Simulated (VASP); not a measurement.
Given:

```xyz
3
Lattice="1.9098 -3.3078 0.0000 1.9098 3.3078 0.0000 0.0000 0.0000 6.2566" Properties=species:S:1:pos:R:3 pbc="T T T"
Sn     0.0000     0.0000     0.0000
Se     1.9098     1.1026     1.5846
Se     1.9098    -1.1026     4.6720
```

Method: PBEsol GGA, VASP's PBE PAW potentials (set 64) (plane waves; VASP). Settings: 480 eV cut-off, 6×6×4 Γ-centred mesh, Gaussian smearing of 0.050 eV, potentials Sn_d Se.

Without a dispersion term in the relaxation, distances and binding between the weakly bound layers, chains or molecules are unreliable, and so is what depends on them.

Problem. Predict the energy per atom (σ→0).

Solution. 
The energy per atom (σ→0) comes out as -4.323 eV/atom.

The compound is SnSe2 in the 1T layered structure. It was relaxed first.
